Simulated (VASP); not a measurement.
# YbB2 (P6/mmm) in VASP: a series of runs

The runs below take YbB2 through single point, with r2SCAN.

All numbers are computed with VASP 6.6.1; they aren't measurements. Logs are shortened: lines on timing, memory, paths and dates and some standing lists are left out, and cuts for length are marked.

### Step 1. The crystal as given

The structure is hexagonal, space group P6/mmm (No. 191). The conventional cell has a = 3.250 Å, b = 3.250 Å, c = 3.732 Å, α = 90.00°, β = 90.00°, γ = 120.00°. Around Yb (site symmetry 6/mmm) lie 12 B at 2.65 Å. B (site symmetry -6m2) is surrounded by 3 B at 1.88 Å.

### Step 2. Single point, r2SCAN, collinear spin, ferromagnetic start

Contents of INCAR:

```
ADDGRID = False
ALGO = Normal
EDIFF = 1E-6
ENCUT = 500
ISIF = 2
ISMEAR = -1
ISPIN = 2
LASPH = True
LCHARG = False
LMAXMIX = 6
LMIXTAU = True
LORBIT = 11
LREAL = False
LWAVE = False
MAGMOM = 1 0 0
METAGGA = R2SCAN
NBANDS = 26
NELM = 100
PREC = Accurate
SIGMA = 0.15
```

Contents of KPOINTS:

```
k-points
0
Gamma
  5 5 4
```

Contents of POSCAR:

```
YbB2
1.0
    3.2503000000      0.0000000000      0.0000000000
   -1.6251500000      2.8148423699      0.0000000000
    0.0000000000      0.0000000000      3.7315000000
Yb B
1 2
Direct
    0.0000000000      0.0000000000      0.0000000000
    0.6666666667      0.3333333333      0.5000000000
    0.3333333333      0.6666666667      0.5000000000
```

Potentials or basis: VASP PAW PBE potentials, release 64 (Yb, B).

Run with:

```
> cat potpaw_PBE.64/Yb/POTCAR potpaw_PBE.64/B/POTCAR > POTCAR
> mpirun -np 1 vasp_std > vasp.out
```

OUTCAR:

```text
EDIFF = 1E-6
   ENCUT = 500
   ISIF = 2
   ISMEAR = -1
   ISPIN = 2
   LASPH = True
   LORBIT = 11
   LREAL = False
   METAGGA = R2SCAN
   NELM = 100
   PREC = Accurate

 Found     15 irreducible k-points:

 Following reciprocal coordinates:
            Coordinates               Weight
  0.000000  0.000000  0.000000      1.000000
  0.200000  0.000000  0.000000      6.000000
  0.400000  0.000000  0.000000      6.000000
  0.200000  0.200000  0.000000      6.000000
  0.400000  0.200000  0.000000      6.000000
  0.000000  0.000000  0.250000      2.000000
   k-points           NKPTS =     15   k-points in BZ     NKDIM =     15   number of bands    NBANDS=     26
   number of dos      NEDOS =    301   number of ions     NIONS =      3
   total plane-waves  NPLWV =  16128
   dimension x,y,z NGX =    24 NGY =   24 NGZ =   28
   dimension x,y,z NGXF=    48 NGYF=   48 NGZF=   56
   ions per type =               1   2
   NGX,Y,Z   is equivalent  to a cutoff of  12.28, 12.28, 12.47 a.u.
   NGXF,Y,Z  is equivalent  to a cutoff of  24.55, 24.55, 24.95 a.u.
 SYSTEM =  unknown system
   PREC   = accura    normal or accurate (medium, high low for compatibility)
   ISTART =      0    job   : 0-new  1-cont  2-samecut
   ICHARG =      2    charge: 1-file 2-atom 10-const
   ISPIN  =      2    spin polarized calculation?
   LNONCOLLINEAR =      F non collinear calculations
   LSORBIT =      F    spin-orbit coupling
   LASPH  =      T    aspherical Exc in radial PAW
   ENCUT  =  500.0 eV  36.75 Ry    6.06 a.u.   5.93  5.93  6.80*2*pi/ulx,y,z
   NELM   =    100;   NELMIN=  2; NELMDL= -5     # of ELM steps
   EDIFF  = 0.1E-05   stopping-criterion for ELM
   LREAL  =      F    real-space projection
   EDIFFG = 0.1E-04   stopping-criterion for IOM
   NSW    =      0    number of steps for IOM
   IBRION =     -1    ionic relax: 0-MD 1-quasi-New 2-CG
   NFREE  =      0    steps in history (QN), initial steepest desc. (CG)
   ISIF   =      2    stress and relaxation
   ISYM   =      2    0-nonsym 1-usesym 2-fastsym
   POTIM  = 0.5000    time-step for ionic-motion
   TEBEG  =    0.0;   TEEND  =   0.0 temperature during run
   PSTRESS=    0.0 pullay stress
   NELECT =      30.0000    total number of electrons
   NUPDOWN=      -1.0000    fix difference up-down
   EMIN   =  10.00;   EMAX   =-10.00  energy-range for DOS
   EFERMI =   0.00;   METHOD = LEGACY
   ISMEAR =    -1;   SIGMA  =   0.15  broadening in eV -4-tet -1-fermi 0-gaus
   EFERMI_NEDOS =   21; number of points for ismear=-14 and -15
   IALGO  =     38    algorithm
   IMIX   =      4    mixing-type and parameters
     AMIX     =   0.40;   BMIX     =  1.00
     AMIX_MAG =   1.60;   BMIX_MAG =  1.00
  volume/ion in A,a.u.               =      11.38        76.80
  Fermi-wavevector in a.u.,A,eV,Ry     =   1.568056  2.963196 33.454003  2.458800
  Thomas-Fermi vector in A             =   2.670144
   LORBIT       =     11    0 simple, 1 ext, 2 COOP (PROOUT), +10 PAW based schemes
   METAGGA = R2SCAN    functional components
   LHFCALC =     F    Hartree Fock is set to
   AEXX    =    0.0000 exact exchange contribution
   IVDW    =     0    specifies the selected vdW correction
   LEPSILON=     F    determine dielectric tensor
   LRPA    =     F    only Hartree local field effects (RPA)
 spin polarized calculation
  energy-cutoff  :      500.00
  volume of cell :       34.14
 maximum number of plane-waves:       878
 NGX is ok and might be reduce to    24
   NGX = 11   NGY = 11   NGZ = 13

 number of electron      30.0000000 magnetization       0.0454534

 number of electron      29.9999999 magnetization      -0.5108185

 Free energy of the ion-electron system (eV)
  ---------------------------------------------------
  ext. energy  EPLUGINS =         0.00000000
  ---------------------------------------------------
  free energy    TOTEN  =       -51.81231484 eV

  energy without entropy =      -51.54847009  energy(sigma->0) =      -51.68039246

 E-fermi :   4.1304     XC(G=0): -13.1577

 val. band max:        4.0932211589   @ k =   0.0000   0.0000   0.0000
 cond. band min:       4.1510390071   @ k =   0.4000   0.0000   0.5000
 fundamental gap:      0.0578178482
 Fermi energy:         4.1304456392

 spin component 1

 k-point     1 :       0.0000    0.0000    0.0000
  band No.  band energies     occupation
      1     -48.5335      1.00000
      2     -20.1607      1.00000
      3     -19.7309      1.00000
      4     -19.7308      1.00000
      5      -7.7063      1.00000
      6       2.4745      0.99998
[... 18 lines left out ...]
     25      15.0416      0.00000
     26      21.7804      0.00000

 k-point     2 :       0.2000    0.0000    0.0000
  band No.  band energies     occupation
      1     -48.5108      1.00000
      2     -20.0964      1.00000
      3     -20.0764      1.00000
      4     -19.8045      1.00000
      5      -6.8966      1.00000
      6       1.2439      1.00000
[... 18 lines left out ...]
     25      16.7519      0.00000
     26      23.6240      0.00000

 k-point     3 :       0.4000    0.0000    0.0000
  band No.  band energies     occupation
      1     -48.4740      1.00000
      2     -20.5889      1.00000
      3     -19.9907      1.00000
      4     -19.9213      1.00000
      5      -4.8289      1.00000
      6      -1.9834      1.00000
[... 18 lines left out ...]
     25      18.8657      0.00000
     26      22.1340      0.00000

 k-point     4 :       0.2000    0.2000    0.0000
  band No.  band energies     occupation
      1     -48.4811      1.00000
      2     -20.4102      1.00000
      3     -20.0112      1.00000
      4     -19.9927      1.00000
      5      -5.4603      1.00000
      6      -0.5321      1.00000
[... 18 lines left out ...]
     25      17.9652      0.00000
     26      22.6066      0.00000

 k-point     5 :       0.4000    0.2000    0.0000
  band No.  band energies     occupation
      1     -48.4626      1.00000
      2     -20.5602      1.00000
      3     -20.1556      1.00000
      4     -19.9579      1.00000
      5      -3.1677      1.00000
      6      -2.9055      1.00000
[... 18 lines left out ...]
     25      18.9222      0.00000
     26      20.0841      0.00000

 k-point     6 :       0.0000    0.0000    0.2500
  band No.  band energies     occupation
      1     -48.5302      1.00000
      2     -20.3190      1.00000
      3     -19.7212      1.00000
      4     -19.7212      1.00000
      5      -6.8940      1.00000
      6       0.1490      1.00000
[... 18 lines left out ...]
     25      16.8684      0.00000
     26      21.0184      0.00000

 [... further k-points ...]

 spin component 2

 k-point     1 :       0.0000    0.0000    0.0000
  band No.  band energies     occupation
      1     -48.7894      1.00000
      2     -20.3472      1.00000
      3     -19.8794      1.00000
      4     -19.8794      1.00000
      5      -7.7306      1.00000
      6       2.0250      1.00000
[... 18 lines left out ...]
     25      14.9721      0.00000
     26      21.7361      0.00000

 k-point     2 :       0.2000    0.0000    0.0000
  band No.  band energies     occupation
      1     -48.7673      1.00000
      2     -20.2845      1.00000
      3     -20.2200      1.00000
      4     -19.9522      1.00000
      5      -6.9225      1.00000
      6       1.2068      1.00000
[... 18 lines left out ...]
     25      16.6876      0.00000
     26      23.5788      0.00000

 k-point     3 :       0.4000    0.0000    0.0000
  band No.  band energies     occupation
      1     -48.7312      1.00000
      2     -20.7258      1.00000
      3     -20.1813      1.00000
      4     -20.0675      1.00000
      5      -4.8556      1.00000
      6      -2.0090      1.00000
[... 18 lines left out ...]
     25      18.8366      0.00000
     26      22.0721      0.00000

 k-point     4 :       0.2000    0.2000    0.0000
  band No.  band energies     occupation
      1     -48.7381      1.00000
      2     -20.5494      1.00000
      3     -20.2013      1.00000
      4     -20.1378      1.00000
      5      -5.4874      1.00000
      6      -0.5588      1.00000
[... 18 lines left out ...]
     25      17.9403      0.00000
     26      22.5343      0.00000

 k-point     5 :       0.4000    0.2000    0.0000
  band No.  band energies     occupation
      1     -48.7200      1.00000
      2     -20.6976      1.00000
      3     -20.2985      1.00000
      4     -20.1492      1.00000
      5      -3.1974      1.00000
      6      -2.9297      1.00000
[... 18 lines left out ...]
     25      18.8582      0.00000
     26      20.0246      0.00000

 k-point     6 :       0.0000    0.0000    0.2500
  band No.  band energies     occupation
      1     -48.7863      1.00000
      2     -20.5010      1.00000
      3     -19.8700      1.00000
      4     -19.8699      1.00000
      5      -6.9255      1.00000
      6       0.0886      1.00000
[... 18 lines left out ...]
     25      16.7953      0.00000
     26      20.9558      0.00000

 [... further k-points ...]
[... 5 lines left out ...]
  --------------------------------------------------------------------------------------
  -------------------------------------------------------------------------------------
  Total       -0.0769688     -0.0769688      1.6870667      0.0000000      0.0000000      0.0000000
  in kB       -3.6121359     -3.6121359     79.1738656      0.0000000      0.0000000      0.0000000
  external PRESSURE =      23.9831979 kB  Pullay stress =       0.0000000 kB

 VOLUME and BASIS-vectors are now :
 -----------------------------------------------------------------------------
  energy-cutoff  :      500.00
  volume of cell :       34.14
      direct lattice vectors                 reciprocal lattice vectors
     3.250300000  0.000000000  0.000000000     0.307663908  0.177629840  0.000000000
    -1.625150000  2.814842370  0.000000000     0.000000000  0.355259680  0.000000000
     0.000000000  0.000000000  3.731500000     0.000000000  0.000000000  0.267988744

 POSITION                                       TOTAL-FORCE (eV/Angst)
 -----------------------------------------------------------------------------------
      0.00000      0.00000      0.00000         0.000000      0.000000      0.000000
      1.62515      0.93828      1.86575        -0.000000     -0.000000      0.000000
     -0.00000      1.87656      1.86575         0.000000      0.000000     -0.000000
 -----------------------------------------------------------------------------------
    total drift:                               -0.000000      0.000000     -0.000000

  FREE ENERGIE OF THE ION-ELECTRON SYSTEM (eV)
  ---------------------------------------------------
  free  energy   TOTEN  =       -51.8123148406 eV

  energy  without entropy=      -51.5484700870  energy(sigma->0) =      -51.68039246

 total charge

# of ion       s       p       d       f       tot
--------------------------------------------------
    1        2.159   6.130   0.607  13.308  22.204
    2        0.681   1.167   0.000   0.000   1.847
    3        0.681   1.167   0.000   0.000   1.847
--------------------------------------------------
tot          3.521   8.463   0.607  13.308  25.899

 magnetization (x)

# of ion       s       p       d       f       tot
--------------------------------------------------
    1       -0.001   0.005  -0.004  -0.478  -0.477
    2        0.000  -0.005   0.000   0.000  -0.005
    3        0.000  -0.005   0.000   0.000  -0.005
--------------------------------------------------
tot         -0.000  -0.006  -0.004  -0.478  -0.488
```

Wall time 1.9 min (1 thread of Intel Xeon 6975P-C (Granite Rapids), shared host); peak memory 0.19 GiB.

The run converged, but some of its settings lie outside the range that counts as converged, so its numbers aren't taken as properties of the crystal.

Results:

| Property | Result |
| --- | --- |
| Free energy | -51.8123 eV |
| Pressure | 2.4 GPa |
| Band gap on the k mesh | none (metal or under the smearing width) |
| Net moment | -0.51 μB per cell |
| Site moments | Yb -0.48; B -0.01 μB |
| Valence electrons inside the program's atomic spheres | Yb 22.20; B 1.85 |

Caveat: the k mesh is coarse (spacing up to 0.45 Å⁻¹), so the values aren't converged; the PAW data sets were made with another functional, which shifts forces and pressure a little; spin-orbit coupling is left out, which moves the levels of the heavy elements; without U or exact exchange the open f shell lies at the Fermi level, which spoils levels, moments and volumes.

### Step 3. Single point, r2SCAN, collinear spin, ferromagnetic start

INCAR, as its differences from that of step 2:

```diff
@@ -3,3 +3,3 @@
 EDIFF = 1E-6
-ENCUT = 500
+ENCUT = 600
 ISIF = 2
```

KPOINTS is that of step 2.

POSCAR is that of step 2.

Potentials or basis: VASP PAW PBE potentials, release 64 (Yb, B).

Run with:

```
> cat potpaw_PBE.64/Yb/POTCAR potpaw_PBE.64/B/POTCAR > POTCAR
> mpirun -np 1 vasp_std > vasp.out
```

Wall time 3.9 min (1 thread of Intel Xeon 6975P-C (Granite Rapids), shared host); peak memory 0.22 GiB.

The run converged, but some of its settings lie outside the range that counts as converged, so its numbers aren't taken as properties of the crystal.

Results:

```yaml
Free_energy: -51.8168 eV
Pressure: 2.4 GPa
Band_gap_on_the_k_mesh: none (metal or under the smearing width)
Net_moment: -0.51 μB per cell
Site_moments: Yb -0.48; B -0.01 μB
Valence_electrons_inside_the_program's_atomic_spheres: Yb 22.21; B 1.85
```

Caveat: the k mesh is coarse (spacing up to 0.45 Å⁻¹), so the values aren't converged; the PAW data sets were made with another functional, which shifts forces and pressure a little; spin-orbit coupling is left out, which moves the levels of the heavy elements; without U or exact exchange the open f shell lies at the Fermi level, which spoils levels, moments and volumes.
